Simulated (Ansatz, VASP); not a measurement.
# LiH10C6IN2O2 (LiH10C6IN2O2 (C2/c)) in two plane-wave programs, part 2 of 3

Aim: how closely do two programs agree when they are given the same cell, functional and k mesh? Of the first pair: The structure shown is the start of the Ansatz relaxation below; VASP solves that cell, so the two are compared at the walk's first step.

VASP 6.6.1 and Ansatz 0.2.0.

So far: Set-up; Ansatz: relaxation, PBE with D3(BJ).

## 3. VASP: single point, PBE with D3(BJ), start cell, pair 1

Level of this step: PBE with D3(BJ); plane waves and PAW (Li_sv, H, C, I, N, O) (VASP).

The same cell, functional, mesh and smearing now go to VASP, with its own data sets.

Lines of VASP's logs that name or quote its potential files are left out, and so is its time.

File INCAR:

```
SYSTEM = LiH10C6IN2O2
PREC = Accurate
ENCUT = 650
EDIFF = 1E-06
NELM = 120
ISMEAR = -1
SIGMA = 0.05
LREAL = Auto
ALGO = Normal
GGA = PE
IVDW = 12
NBANDS = 387
LORBIT = 11
LWAVE = .FALSE.
LCHARG = .FALSE.
ISIF = 2
LASPH = .TRUE.
GGA_COMPAT = .FALSE.
EFERMI = MIDGAP
```

File POSCAR:

```
LiH10C6IN2O2
1.0
   14.0970000000      0.0000000000      0.0000000000
    0.0000000000     14.0360000000      0.0000000000
   -1.8911300000      0.0000000000     10.7580500000
Li H C I N O
8 80 48 8 16 16
Direct
    0.2199603032      0.2889997150      0.7446237933
    0.7788276409      0.2916999145      0.7582415029
    0.7263697335      0.7925691080      0.7421140448
    0.2784521687      0.7897905386      0.7572933757
    0.7763290739      0.7119407239      0.2586342320
    0.2202466127      0.7098674836      0.2362695842
    0.2766289632      0.2114277572      0.2556876014
    0.7222938458      0.2047378170      0.2433340615
    0.8438883131      0.4971715588      0.9893521595
    0.1502168202      0.4963878598      0.5089584079
    0.3468072971      0.9988671986      0.9906999875
    0.6548477282      0.9955186663      0.5130204823
    0.1515668425      0.5039826161      0.0100668802
    0.8462596995      0.5006269592      0.4923104094
    0.6521073648      0.0020589912      0.0073805197
    0.3468900634      0.0010330579      0.4909811722
    0.7274789005      0.4712311200      0.9181124832
    0.2730788132      0.4729410088      0.5789618007
    0.2298465637      0.9722000570      0.9180474157
    0.7728275564      0.9701268168      0.5822709506
    0.2695021088      0.5279566828      0.0783506305
    0.7264077329      0.5327016244      0.4211079145
    0.7733291935      0.0290467370      0.0786945590
    0.2316228314      0.0244799088      0.4219630881
    0.6667765110      0.5485323454      0.0886498947
    0.3305872125      0.5485465945      0.4058356301
    0.1648129532      0.0471288116      0.0915686393
    0.8338379407      0.0475705329      0.4135693736
    0.3344421219      0.4497791394      0.9178800991
    0.6668016794      0.4557281277      0.5894376769
[... 140 atom lines left out ...]
    0.4059431684      0.2588629239      0.3403683753
    0.5989819996      0.2577016244      0.1589786253
    0.0994629177      0.2418709034      0.6612071890
    0.9003769422      0.2460387575      0.8409330687
    0.5974826673      0.7456611570      0.6617277295
    0.3965335768      0.7417212881      0.8374008301
```

File KPOINTS:

```
Automatic mesh
0
Gamma
1 1 1
0 0 0
```

The projector-augmented-wave data sets are Li_sv, H, C, I, N and O (PBE family, release 64).

On the command line:

```console
$ export OMP_NUM_THREADS=3
$ mpirun -np 1 vasp_gam
```

Numbers of over 12 decimals in the logs are rounded to 6 here.

What it wrote:

```text
[banner, memory and clock lines left out]
running    1 mpi-ranks, on    1 nodes
[...]
Offloading initialized ...    1 GPUs detected
[...]
LDA part: xc-table for (Slater+PW92), standard interpolation
 POSCAR, INCAR and KPOINTS ok, starting setup
[...]
entering main loop
       N       E                     dE             d eps       ncg     rms          rms(c)
DAV:   1     0.551397949007E+04    0.55140E+04   -0.29493E+05   790   0.152E+03
DAV:   2    -0.224179160083E+03   -0.57382E+04   -0.53975E+04  1150   0.334E+02
DAV:   3    -0.105949641417E+04   -0.83532E+03   -0.82652E+03   985   0.139E+02
DAV:   4    -0.109516380763E+04   -0.35667E+02   -0.35516E+02  1012   0.290E+01
[...]
DAV:  16    -0.100474836267E+04   -0.32630E-04   -0.73783E-05   916   0.145E-02    0.101E-02
DAV:  17    -0.100474837159E+04   -0.89237E-05   -0.18994E-05   964   0.820E-03    0.366E-03
DAV:  18    -0.100474837251E+04   -0.92051E-06   -0.34961E-06   892   0.337E-03
   1 F= -.10172150E+04 E0= -.10172150E+04  d E =-.214487E-16
```

From OUTCAR (step 3):

```text
  FREE ENERGIE OF THE ION-ELECTRON SYSTEM (eV)
  ---------------------------------------------------
  free  energy   TOTEN  =     -1017.2150296488 eV

  energy  without entropy=    -1017.2150296488  energy(sigma->0) =    -1017.21502965
```

The run ends at a pressure of 4.38 GPa, with forces up to 24 eV/Å.

## 4. Differences

Known differences besides the potentials themselves: the data sets hold 608 valence electrons in Ansatz (on its default PAW (the set named soft_2) files) and 528 in VASP; the cutoff is 420 eV in Ansatz and 650 eV in VASP (PREC = Accurate, projectors in real space). Total energies have different zeros and are not compared.

Forces on 7 of the 176 atoms, those with the largest forces and the largest differences (eV/Å; atoms numbered as in POSCAR):

```
atom           Ansatz x, y, z             VASP x, y, z
 C89    0.318, -18.628, 8.536    0.350, -20.158, 9.180
 C93  -0.244, 19.351, -10.382  -0.243, 20.881, -11.245
C117    -11.617, 0.752, 4.247    -12.609, 0.812, 4.618
C120     6.737, 0.193, -2.317     7.475, 0.234, -2.612
N145   -0.331, 17.964, -7.919   -0.364, 19.462, -8.546
N149    0.047, -17.988, 9.976   0.046, -19.484, 10.820
N157    9.930, -0.604, -3.736   10.897, -0.662, -4.095
```

The forces differ by 216 meV/Å r.m.s., which is 7.9 % of the r.m.s. force of 2.738 eV/Å (both taken over all components).

## 5. Ansatz: relaxation, PBE with D3(BJ)

This run makes the geometry at which the two programs are then compared. The cell compared in this pair holds 2043.33 Å³, against 2128.65 Å³ for the pair before.

The structure compared here is the end of the Ansatz relaxation.

File input.yaml:

```yaml
crystal:
  lattice:
    - [14.097, 0.0, 0.0]
    - [0.0, 14.036, 0.0]
    - [-1.89113, 0.0, 10.75805]
  atoms:
    - { symbol: Li, position: [0.21996, 0.289, 0.74462] }
    - { symbol: Li, position: [0.77883, 0.2917, 0.75824] }
    - { symbol: Li, position: [0.72637, 0.79257, 0.74211] }
    - { symbol: Li, position: [0.27845, 0.78979, 0.75729] }
    - { symbol: Li, position: [0.77633, 0.71194, 0.25863] }
    - { symbol: Li, position: [0.22025, 0.70987, 0.23627] }
    - { symbol: Li, position: [0.27663, 0.21143, 0.25569] }
    - { symbol: Li, position: [0.72229, 0.20474, 0.24333] }
    - { symbol: H, position: [0.84389, 0.49717, 0.98935] }
    - { symbol: H, position: [0.15022, 0.49639, 0.50896] }
    - { symbol: H, position: [0.34681, 0.99887, 0.9907] }
    - { symbol: H, position: [0.65485, 0.99552, 0.51302] }
    - { symbol: H, position: [0.15157, 0.50398, 0.01007] }
    - { symbol: H, position: [0.84626, 0.50063, 0.49231] }
    - { symbol: H, position: [0.65211, 0.00206, 0.00738] }
    - { symbol: H, position: [0.34689, 0.00103, 0.49098] }
    - { symbol: H, position: [0.72748, 0.47123, 0.91811] }
    - { symbol: H, position: [0.27308, 0.47294, 0.57896] }
    - { symbol: H, position: [0.22985, 0.9722, 0.91805] }
    - { symbol: H, position: [0.77283, 0.97013, 0.58227] }
    - { symbol: H, position: [0.2695, 0.52796, 0.07835] }
    - { symbol: H, position: [0.72641, 0.5327, 0.42111] }
    - { symbol: H, position: [0.77333, 0.02905, 0.07869] }
    - { symbol: H, position: [0.23162, 0.02448, 0.42196] }
    - { symbol: H, position: [0.66678, 0.54853, 0.08865] }
    - { symbol: H, position: [0.33059, 0.54855, 0.40584] }
    - { symbol: H, position: [0.16481, 0.04713, 0.09157] }
    - { symbol: H, position: [0.83384, 0.04757, 0.41357] }
    - { symbol: H, position: [0.33444, 0.44978, 0.91788] }
    - { symbol: H, position: [0.6668, 0.45573, 0.58944] }
    - { symbol: H, position: [0.82896, 0.9531, 0.90755] }
    - { symbol: H, position: [0.1677, 0.95309, 0.59346] }
    - { symbol: H, position: [0.74821, 0.45408, 0.14409] }
    - { symbol: H, position: [0.25599, 0.45325, 0.36177] }
    - { symbol: H, position: [0.24219, 0.95452, 0.14545] }
    - { symbol: H, position: [0.75614, 0.95742, 0.35623] }
    - { symbol: H, position: [0.25292, 0.54206, 0.85593] }
    - { symbol: H, position: [0.74663, 0.54525, 0.64846] }
    - { symbol: H, position: [0.75151, 0.0476, 0.85734] }
    - { symbol: H, position: [0.24513, 0.04331, 0.64337] }
    - { symbol: H, position: [0.04448, 0.75638, 0.61984] }
    - { symbol: H, position: [0.95356, 0.75587, 0.88208] }
    - { symbol: H, position: [0.54469, 0.2575, 0.62288] }
    - { symbol: H, position: [0.46105, 0.25943, 0.87921] }
    - { symbol: H, position: [0.95746, 0.24438, 0.38665] }
    - { symbol: H, position: [0.0451, 0.24602, 0.11672] }
    - { symbol: H, position: [0.45841, 0.74025, 0.38545] }
    - { symbol: H, position: [0.54372, 0.74407, 0.1202] }
    - { symbol: H, position: [0.00302, 0.85359, 0.53047] }
    - { symbol: H, position: [0.99263, 0.85829, 0.97404] }
    - { symbol: H, position: [0.50587, 0.35527, 0.5317] }
    - { symbol: H, position: [0.49409, 0.35817, 0.97446] }
    - { symbol: H, position: [0.99169, 0.14521, 0.4756] }
    - { symbol: H, position: [0.00918, 0.14178, 0.02395] }
    - { symbol: H, position: [0.49337, 0.63901, 0.47349] }
    - { symbol: H, position: [0.51039, 0.6431, 0.02574] }
    - { symbol: H, position: [0.03932, 0.72766, 0.4009] }
    - { symbol: H, position: [0.95801, 0.72582, 0.10312] }
    - { symbol: H, position: [0.54292, 0.2233, 0.3946] }
    - { symbol: H, position: [0.4596, 0.22219, 0.10555] }
    - { symbol: H, position: [0.95373, 0.27161, 0.59925] }
    - { symbol: H, position: [0.03999, 0.27445, 0.89623] }
    - { symbol: H, position: [0.45903, 0.77566, 0.60024] }
    - { symbol: H, position: [0.54395, 0.77385, 0.90321] }
    - { symbol: H, position: [0.9572, 0.65091, 0.45875] }
    - { symbol: H, position: [0.04211, 0.65601, 0.04296] }
    - { symbol: H, position: [0.45993, 0.14764, 0.46075] }
    - { symbol: H, position: [0.54381, 0.15368, 0.04272] }
    - { symbol: H, position: [0.04381, 0.3465, 0.54341] }
    - { symbol: H, position: [0.96105, 0.34599, 0.95838] }
    - { symbol: H, position: [0.54351, 0.84937, 0.53962] }
    - { symbol: H, position: [0.45855, 0.85117, 0.95818] }
    - { symbol: H, position: [0.8699, 0.56363, 0.21647] }
    - { symbol: H, position: [0.13452, 0.5586, 0.28658] }
    - { symbol: H, position: [0.36246, 0.06551, 0.2109] }
    - { symbol: H, position: [0.63804, 0.06174, 0.28874] }
    - { symbol: H, position: [0.13818, 0.4374, 0.7842] }
    - { symbol: H, position: [0.86644, 0.43509, 0.71396] }
    - { symbol: H, position: [0.63327, 0.9351, 0.78729] }
    - { symbol: H, position: [0.3667, 0.94323, 0.71421] }
    - { symbol: H, position: [0.92324, 0.81823, 0.30954] }
    - { symbol: H, position: [0.08152, 0.82305, 0.19169] }
    - { symbol: H, position: [0.42179, 0.32224, 0.30717] }
    - { symbol: H, position: [0.58495, 0.32243, 0.19082] }
    - { symbol: H, position: [0.08178, 0.17865, 0.68935] }
    - { symbol: H, position: [0.92144, 0.17775, 0.80483] }
    - { symbol: H, position: [0.58204, 0.6774, 0.69819] }
    - { symbol: H, position: [0.41735, 0.67763, 0.80884] }
    - { symbol: C, position: [0.76433, 0.61613, 0.91349] }
    - { symbol: C, position: [0.23429, 0.61254, 0.57949] }
    - { symbol: C, position: [0.26465, 0.11455, 0.91464] }
    - { symbol: C, position: [0.73309, 0.11763, 0.57761] }
    - { symbol: C, position: [0.23611, 0.38477, 0.08513] }
    - { symbol: C, position: [0.76555, 0.38748, 0.4192] }
    - { symbol: C, position: [0.73369, 0.8863, 0.08018] }
    - { symbol: C, position: [0.26503, 0.88563, 0.41703] }
    - { symbol: C, position: [0.77181, 0.52289, 0.97926] }
    - { symbol: C, position: [0.22808, 0.51937, 0.52013] }
    - { symbol: C, position: [0.27565, 0.01882, 0.97638] }
    - { symbol: C, position: [0.72468, 0.02127, 0.52034] }
    - { symbol: C, position: [0.2275, 0.4811, 0.02105] }
    - { symbol: C, position: [0.77637, 0.48157, 0.48546] }
    - { symbol: C, position: [0.72348, 0.97802, 0.02153] }
    - { symbol: C, position: [0.27406, 0.98063, 0.47863] }
    - { symbol: C, position: [0.7417, 0.52529, 0.10666] }
    - { symbol: C, position: [0.25709, 0.52772, 0.39515] }
    - { symbol: C, position: [0.24269, 0.02703, 0.1127] }
    - { symbol: C, position: [0.75679, 0.02453, 0.39352] }
    - { symbol: C, position: [0.25865, 0.47197, 0.89417] }
    - { symbol: C, position: [0.74089, 0.47678, 0.6083] }
    - { symbol: C, position: [0.7584, 0.97396, 0.89398] }
    - { symbol: C, position: [0.23408, 0.97591, 0.60038] }
    - { symbol: C, position: [0.89993, 0.78941, 0.60227] }
    - { symbol: C, position: [0.10039, 0.79079, 0.89584] }
    - { symbol: C, position: [0.39781, 0.29299, 0.60377] }
    - { symbol: C, position: [0.60494, 0.29412, 0.89782] }
    - { symbol: C, position: [0.10391, 0.2088, 0.39476] }
    - { symbol: C, position: [0.90016, 0.21066, 0.10279] }
    - { symbol: C, position: [0.60328, 0.70797, 0.39555] }
    - { symbol: C, position: [0.39783, 0.70679, 0.10088] }
    - { symbol: C, position: [0.98794, 0.7866, 0.54759] }
    - { symbol: C, position: [0.01535, 0.78242, 0.94931] }
    - { symbol: C, position: [0.48615, 0.28653, 0.55362] }
    - { symbol: C, position: [0.51664, 0.2843, 0.95013] }
    - { symbol: C, position: [0.01154, 0.21723, 0.44966] }
    - { symbol: C, position: [0.9867, 0.2162, 0.04868] }
    - { symbol: C, position: [0.5113, 0.71748, 0.45313] }
    - { symbol: C, position: [0.48695, 0.71395, 0.0508] }
    - { symbol: C, position: [0.97179, 0.72603, 0.42995] }
    - { symbol: C, position: [0.02704, 0.72495, 0.06845] }
    - { symbol: C, position: [0.47407, 0.22372, 0.43555] }
    - { symbol: C, position: [0.52362, 0.22184, 0.0636] }
    - { symbol: C, position: [0.02719, 0.27546, 0.5654] }
    - { symbol: C, position: [0.97101, 0.2728, 0.93124] }
    - { symbol: C, position: [0.52571, 0.77361, 0.56877] }
    - { symbol: C, position: [0.4722, 0.77533, 0.93567] }
    - { symbol: I, position: [0.99906, 0.54758, 0.75381] }
    - { symbol: I, position: [0.50488, 0.04884, 0.75328] }
    - { symbol: I, position: [0.00129, 0.45233, 0.25021] }
    - { symbol: I, position: [0.49846, 0.95083, 0.25275] }
    - { symbol: I, position: [0.99696, 0.03574, 0.74828] }
    - { symbol: I, position: [0.49733, 0.53573, 0.74875] }
    - { symbol: I, position: [0.00041, 0.96956, 0.24791] }
    - { symbol: I, position: [0.50003, 0.46553, 0.24829] }
    - { symbol: "N", position: [0.75775, 0.68481, 0.87664] }
    - { symbol: "N", position: [0.23797, 0.68103, 0.63169] }
    - { symbol: "N", position: [0.26082, 0.18691, 0.86905] }
    - { symbol: "N", position: [0.74009, 0.18435, 0.63379] }
    - { symbol: "N", position: [0.24237, 0.32027, 0.13225] }
    - { symbol: "N", position: [0.7599, 0.31515, 0.37469] }
    - { symbol: "N", position: [0.74076, 0.81264, 0.13506] }
    - { symbol: "N", position: [0.26034, 0.81479, 0.36928] }
    - { symbol: "N", position: [0.82918, 0.79438, 0.63696] }
    - { symbol: "N", position: [0.1721, 0.79614, 0.85733] }
    - { symbol: "N", position: [0.32947, 0.293, 0.64277] }
    - { symbol: "N", position: [0.67267, 0.29545, 0.85899] }
    - { symbol: "N", position: [0.17144, 0.20447, 0.36015] }
    - { symbol: "N", position: [0.83012, 0.20235, 0.13762] }
    - { symbol: "N", position: [0.67327, 0.70691, 0.35738] }
    - { symbol: "N", position: [0.33001, 0.70292, 0.13877] }
    - { symbol: O, position: [0.79775, 0.58721, 0.18546] }
    - { symbol: O, position: [0.19682, 0.59149, 0.31547] }
    - { symbol: O, position: [0.30249, 0.08789, 0.18697] }
    - { symbol: O, position: [0.69956, 0.08765, 0.3138] }
    - { symbol: O, position: [0.19881, 0.40874, 0.81426] }
    - { symbol: O, position: [0.8008, 0.4083, 0.68877] }
    - { symbol: O, position: [0.69985, 0.91219, 0.81547] }
    - { symbol: O, position: [0.30167, 0.91344, 0.69194] }
    - { symbol: O, position: [0.90105, 0.76019, 0.3413] }
    - { symbol: O, position: [0.10055, 0.76176, 0.16021] }
    - { symbol: O, position: [0.40594, 0.25886, 0.34037] }
    - { symbol: O, position: [0.59898, 0.2577, 0.15898] }
    - { symbol: O, position: [0.09946, 0.24187, 0.66121] }
    - { symbol: O, position: [0.90038, 0.24604, 0.84093] }
    - { symbol: O, position: [0.59748, 0.74566, 0.66173] }
    - { symbol: O, position: [0.39653, 0.74172, 0.8374] }
kpoints:
  mp_grid: { grid: [1, 1, 1] }
hamiltonian:
  xc: pbe
  dispersion: d3bj
scf:
  occupations: { method: fermi_dirac, width: 0.05 }
output:
  forces: true
relax:
  f_tol: 0.05
  max_steps: 150
  cell: {}
```

On the command line:

```console
$ ansatz run input.yaml --threads 4 --pin off --max-ram 8192MiB --backend cpu --events-out ev --progress --plain --runs-dir out
```

What it wrote:

```text
[...]
Crystal: 176 atoms, lattice volume = 2128.647 Å³
Basis set: ecut = 420 eV, 41671 PW (Γ), exchange–correlation on 192×192×150 points (8 copies of the dense FFT grid, shifted against one another)
Bands: 480, of which v1, the nominal top of the filled ones, is band 304 counted from 1 (303 counted from 0)
Symmetry: 1 space group operations
[...]
k-points: 1
[...]
- { symbol: O, position: [0.204734, 0.581034, 0.311065] }
    - { symbol: O, position: [0.295757, 0.081626, 0.189455] }
    - { symbol: O, position: [0.704985, 0.080603, 0.311359] }
    - { symbol: O, position: [0.204584, 0.419161, 0.811152] }
    - { symbol: O, position: [0.795340, 0.418749, 0.689137] }
    - { symbol: O, position: [0.704689, 0.919300, 0.811315] }
    - { symbol: O, position: [0.295230, 0.919083, 0.689591] }
[...]
- { symbol: O, position: [0.097212, 0.245637, 0.665082] }
    - { symbol: O, position: [0.903181, 0.245737, 0.835683] }
    - { symbol: O, position: [0.597018, 0.745923, 0.665208] }
    - { symbol: O, position: [0.402804, 0.745709, 0.835751] }
```

[end of part 2 of 3]

[Lines on the potential files, build, host, timing and source positions are cut from VASP's logs without a mark.]

[Logs are printed without paths, hosts, clocks, repeated set-up lines and the standing remarks that a program may print on its own settings, such as how far it seeks lower states.]

[Hosts, paths, dates, database ids (printed as entryN), source tags and the programs' standing remarks are cut or masked in the printed files.]
